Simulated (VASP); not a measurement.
A convergence study with VASP on Ni (fcc): one setting is varied, all else stays as given below, so the limit is that of these other settings.

```
CELL_PARAMETERS angstrom
      0.00000     1.76000     1.76000
      1.76000     0.00000     1.76000
      1.76000     1.76000     0.00000
ATOMIC_POSITIONS crystal
  Ni 0.00000 0.00000 0.00000
```
Starting moments (μB, in the order of the record's atoms Ni): 0.8.

Calculation: LDA (Ceperley-Alder, Perdew-Zunger), VASP's LDA PAW potentials (set 64) (plane waves; VASP). The tightest run used: 550 eV cut-off, 28×28×28 Γ-centred mesh, first-order Methfessel-Paxton smearing of 0.10 eV, potentials Ni.

Question: The settings run are 1×1×1 mesh; 2×2×2 mesh; 3×3×3 mesh; 5×5×5 mesh; 6×6×6 mesh; 7×7×7 mesh; 8×8×8 mesh; 9×9×9 mesh; 10×10×10 mesh; 12×12×12 mesh; 13×13×13 mesh; 14×14×14 mesh; 15×15×15 mesh; 16×16×16 mesh; 17×17×17 mesh; 19×19×19 mesh; 20×20×20 mesh; 21×21×21 mesh; 22×22×22 mesh; 23×23×23 mesh; 24×24×24 mesh; 26×26×26 mesh; 27×27×27 mesh; 28×28×28 mesh. From which on does the energy per atom stay within 0.01 eV/atom of the tightest run?

Answer: From 7×7×7 mesh on: it is off by 0.0028 there and by no more than 0.01 in any finer run, while 6×6×6 mesh is off by 0.0240.
| setting | E (eV/atom) | pressure (GPa) | moment (μB) | irreducible k-points | difference judged (eV/atom) |
|---|---|---|---|---|---|
| 1×1×1 mesh | -16.8895 | -91.20 | 2.000 | 1 | 10.3621 |
| 2×2×2 mesh | -4.1719 | 11.72 | 1.250 | 3 | 2.3556 |
| 3×3×3 mesh | -6.3700 | -9.78 | 1.111 | 4 | 0.1575 |
| 5×5×5 mesh | -6.4385 | -13.22 | 0.944 | 10 | 0.0889 |
| 6×6×6 mesh | -6.5515 | -18.10 | 0.640 | 16 | 0.0240 |
| 7×7×7 mesh | -6.5246 | -18.21 | 0.421 | 20 | 0.0028 |
| 8×8×8 mesh | -6.5244 | -17.00 | 0.699 | 29 | 0.0030 |
| 9×9×9 mesh | -6.5356 | -18.10 | 0.500 | 35 | 0.0081 |
| 10×10×10 mesh | -6.5255 | -16.93 | 0.681 | 47 | 0.0019 |
| 12×12×12 mesh | -6.5232 | -17.42 | 0.578 | 72 | 0.0043 |
| 13×13×13 mesh | -6.5304 | -17.39 | 0.615 | 84 | 0.0030 |
| 14×14×14 mesh | -6.5253 | -17.68 | 0.548 | 104 | 0.0022 |
| 15×15×15 mesh | -6.5277 | -17.23 | 0.622 | 120 | 0.0002 |
| 16×16×16 mesh | -6.5290 | -17.61 | 0.577 | 145 | 0.0015 |
| 17×17×17 mesh | -6.5251 | -17.08 | 0.643 | 165 | 0.0024 |
| 19×19×19 mesh | -6.5262 | -17.54 | 0.565 | 220 | 0.0013 |
| 20×20×20 mesh | -6.5275 | -17.32 | 0.614 | 256 | 0.0001 |
| 21×21×21 mesh | -6.5278 | -17.55 | 0.572 | 286 | 0.0004 |
| 22×22×22 mesh | -6.5268 | -17.21 | 0.631 | 328 | 0.0006 |
| 23×23×23 mesh | -6.5277 | -17.46 | 0.594 | 364 | 0.0002 |
| 24×24×24 mesh | -6.5266 | -17.41 | 0.589 | 413 | 0.0008 |
| 26×26×26 mesh | -6.5272 | -17.52 | 0.578 | 511 | 0.0003 |
| 27×27×27 mesh | -6.5272 | -17.28 | 0.617 | 560 | 0.0002 |
| 28×28×28 mesh | -6.5275 | -17.48 | 0.589 | 624 | 0.0000 |

Left out are rungs that failed or repeat a setting and relaxations that didn't move; long series are thinned to 24 rows.

The compound is Ni in the fcc structure. The cell was not relaxed at this level. The spin order is the one that the start imposed; others were not tried in this run.
